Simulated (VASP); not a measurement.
# A first-principles U for LaFe2P2, part 4 of 4

Wanted: U by linear response. The start is a computed cell from the Materials Project.

VASP 6.6.1, plane waves and PAW; the level of theory is named at each step.

So far. Step 8 (Shifted potential, relaxed density, alpha 0.1): The run ends at a pressure of -2.86 GPa, with forces up to 0.33 eV/Å.

## Step 9: Shifted potential, frozen density, alpha 0.2 (continued)

Level of this step: PBEsol, with a shift of one shell's potential, spin-polarised from a ferromagnetic start; plane waves and PAW (Fe, Fe, La, P) (VASP).

OUTCAR, selected parts (step 9):

```text
  Total        1.2061664      1.4618034      1.3153924      0.0000000      0.0000000     -0.0127487
  in kB       12.2356666     14.8289155     13.3436839      0.0000000      0.0000000     -0.1293258
  external PRESSURE =      13.4694220 kB  Pullay stress =       0.0000000 kB

 POSITION                                       TOTAL-FORCE (eV/Angst)
 -----------------------------------------------------------------------------------
      1.89288     -0.00000      2.75501         0.001294      0.000000     -0.013852
      3.78577     -1.89288      8.26502        -0.001250      0.000000      0.027068
     -0.00000      1.89288      2.75501         0.152929      0.000000     -0.003963
      1.89288      0.00000      8.26502        -0.151208     -0.000000     -0.008618
      0.00000      0.00000      0.00000         0.049168      0.000000      0.078794
      1.89288     -1.89288      5.51002        -0.048307     -0.000000     -0.080577
      0.00000      0.00000      3.83213         0.179955      0.000000      0.251350
      1.89288     -1.89288      9.34215        -0.184027      0.000000      0.256050
      0.00000      0.00000      7.18790         0.000930      0.000000     -0.130892
      1.89288     -1.89288     12.69791         0.000515      0.000000     -0.375359
 -----------------------------------------------------------------------------------
    total drift:                                0.000047      0.000000      0.000555

  FREE ENERGIE OF THE ION-ELECTRON SYSTEM (eV)
  ---------------------------------------------------
  free  energy   TOTEN  =       -81.6061974373 eV

  energy  without entropy=      -81.5964876540  energy(sigma->0) =      -81.60134255

[... 3 parts as in an earlier step ...]

[... 1 further part left out ...]
[key lines of the parts left out:]
E-fermi :   8.8845
```

Energy at zero smearing: -81.60134 eV.

## Step 10: Shifted potential, relaxed density, alpha 0.2

File INCAR:

```
SYSTEM = LaFe2P2
PREC = Accurate
ENCUT = 350
EDIFF = 1E-06
NELM = 150
ISMEAR = 0
SIGMA = 0.05
LREAL = .FALSE.
ALGO = Normal
GGA = PS
NBANDS = 52
ISPIN = 2
MAGMOM = 3 3 3 3 0 0 0 0 0 0
LASPH = .TRUE.
LMAXMIX = 4
AMIX = 0.2
BMIX = 1E-04
AMIX_MAG = 0.8
BMIX_MAG = 1E-04
LORBIT = 11
LWAVE = .FALSE.
LCHARG = .FALSE.
KPAR = 4
LDAU = .TRUE.
LDAUTYPE = 3
LDAUL = 2 -1 -1 -1
LDAUU = 0.2 0 0 0
LDAUJ = 0.2 0 0 0
```

File POSCAR:

```
LaFe2P2
1.0
   -1.8928825844      1.8928825844      5.5100156407
    3.7857651688     -3.7857651688     11.0200312814
    1.8928825844      1.8928825844     -5.5100156407
Fe Fe La P
1 3 2 4
Direct
    0.2500000000      0.3750000000      0.5000000000
    0.2500000000      0.8750000000      0.5000000000
    0.7500000000      0.1250000000      0.5000000000
    0.7500000000      0.6250000000      0.5000000000
    0.0000000000      0.0000000000      0.0000000000
    0.0000000000      0.5000000000      0.0000000000
    0.3477425600      0.1738712800      0.0000000000
    0.3477425600      0.6738712800      0.0000000000
    0.6522574400      0.3261287200      0.0000000000
    0.6522574400      0.8261287200      0.0000000000
```

File KPOINTS:

```
Automatic mesh
0
Gamma
6 6 6
0 0 0
```

Potentials, in the order of the species: Fe, Fe, La and P (PBE family, release 64).

Command:

```bash
$ mpirun -np 4 vasp_std
```

Log:

```text
[... set-up lines as in an earlier step ...]
 entering main loop
       N       E                     dE             d eps       ncg     rms          rms(c)
DAV:   1    -0.816053463212E+02   -0.81605E+02   -0.89548E-02 24048   0.190E+00    0.164E+00
DAV:   2    -0.818720802198E+02   -0.26673E+00   -0.16348E+00 25712   0.129E+01    0.678E+00
DAV:   3    -0.815859839844E+02    0.28610E+00   -0.13218E+00 26600   0.990E+00    0.582E-01
DAV:   4    -0.815878058564E+02   -0.18219E-02   -0.48438E-02 24152   0.174E+00    0.359E-01
[...]
DAV:   9    -0.815872672778E+02    0.13540E-04   -0.90100E-05 24616   0.899E-02    0.142E-02
DAV:  10    -0.815872653077E+02    0.19701E-05   -0.17461E-05 22464   0.298E-02    0.128E-02
DAV:  11    -0.815872647756E+02    0.53214E-06   -0.28372E-06 13760   0.179E-02
   1 F= -.81587265E+02 E0= -.81582514E+02  d E =-.950101E-02  mag=     0.0000
```

The job ended after 5.9 min (4 MPI ranks of AMD EPYC 7R43, shared host; peak memory 3.1 GiB; 24 min of CPU time).

OUTCAR, selected parts (step 10):

```text
  Total       -2.7802479     -2.6809357     -3.3848018      0.0000000      0.0000000      0.0012228
  in kB      -28.2035597    -27.1961119    -34.3363123      0.0000000      0.0000000      0.0124046
  external PRESSURE =     -29.9119946 kB  Pullay stress =       0.0000000 kB

 POSITION                                       TOTAL-FORCE (eV/Angst)
 -----------------------------------------------------------------------------------
      1.89288     -0.00000      2.75501        -0.001107      0.000000      0.001231
      3.78577     -1.89288      8.26502        -0.000467      0.000000      0.010138
     -0.00000      1.89288      2.75501         0.013243      0.000000     -0.004961
      1.89288      0.00000      8.26502        -0.011696      0.000000     -0.006558
      0.00000      0.00000      0.00000         0.001593      0.000000      0.004333
      1.89288     -1.89288      5.51002        -0.001560      0.000000     -0.004016
      0.00000      0.00000      3.83213         0.056569     -0.000000      0.288177
      1.89288     -1.89288      9.34215        -0.059374      0.000000      0.287931
      0.00000      0.00000      7.18790         0.001545     -0.000000     -0.247873
      1.89288     -1.89288     12.69791         0.001254     -0.000000     -0.328403
 -----------------------------------------------------------------------------------
    total drift:                                0.000105     -0.000000      0.000201

  FREE ENERGIE OF THE ION-ELECTRON SYSTEM (eV)
  ---------------------------------------------------
  free  energy   TOTEN  =       -81.5872647756 eV

  energy  without entropy=      -81.5777637617  energy(sigma->0) =      -81.58251427

 magnetization (x)
# of ion       s       p       d       f       tot
--------------------------------------------------
    1       -0.000   0.000   0.000   0.000   0.000
    2        0.000   0.000   0.000   0.000   0.000
    3        0.000   0.000   0.000   0.000   0.000
    4       -0.000  -0.000  -0.000   0.000  -0.000
    5        0.000  -0.000  -0.000   0.000   0.000
    6        0.000  -0.000   0.000   0.000   0.000
    7       -0.000  -0.000   0.000   0.000  -0.000
    8        0.000   0.000   0.000   0.000   0.000
    9       -0.000   0.000   0.000   0.000  -0.000
   10        0.000  -0.000   0.000   0.000  -0.000
--------------------------------------------------
tot          0.000  -0.000   0.000   0.000   0.000

[... 2 parts as in an earlier step ...]

[... 1 further part left out ...]
[key lines of the parts left out:]
E-fermi :   8.8967
```

Energy at zero smearing: -81.58251 eV.

The run ends at a pressure of -2.99 GPa, with forces up to 0.33 eV/Å.

## Step 11: Summary

This step: linear-response U, PBEsol; plane waves and PAW (VASP 6.6.1).

This step runs nothing: it gathers the runs above.

Numbers from this step:

```
bare response          : 1.177 e/eV
screened response      : 0.2030 e/eV
U from linear response : 4.076 eV
```

The change of the charge in the shell of the shifted atom, thousandths of an electron by potential shift:

| potential shift (eV) | frozen density (e) | relaxed density (e) |
| --- | --- | --- |
| -0.200 | -243 | -40 |
| -0.100 | -119 | -20 |
| 0.000 | 0 | 0 |
| 0.100 | 116 | 21 |
| 0.200 | 228 | 41 |

## Step 12: Outcome

```yaml
u_from_linear_response: 4.08 eV
bare_response: 1.18 e/eV
screened_response: 0.203 e/eV
```

**Reading.** Linear response gives U = 4.1 eV for the d shell of Fe. The moments of the start collapsed, so this U belongs to a non-magnetic state, which need not be the crystal's. U = 1/χ − 1/χ₀, with χ the screened and χ₀ the bare slope of the shell's charge; in this program a positive shift raises the charge. The charges are printed to three decimals, which adds noise to both slopes. The value belongs to this projector sphere, magnetic state and cell; a small cell changes it, since the images are shifted too. The bare response exceeds the screened one, as it must for a positive U.

[Lines on the potential files, build, host, timing and source positions are cut from VASP's logs without a mark.]

[Logs are printed without paths, hosts, clocks, repeated set-up lines and the standing remarks that a program may print on its own settings, such as how far it seeks lower states.]

[Hosts, paths, dates, database ids (printed as entryN), source tags and the programs' standing remarks are cut or masked in the printed files.]

[In band tables of VASP the shares of atoms and orbitals are scaled to a sum of 1 inside the atoms' spheres.]

[Runs that stopped without an error message from VASP are left out.]
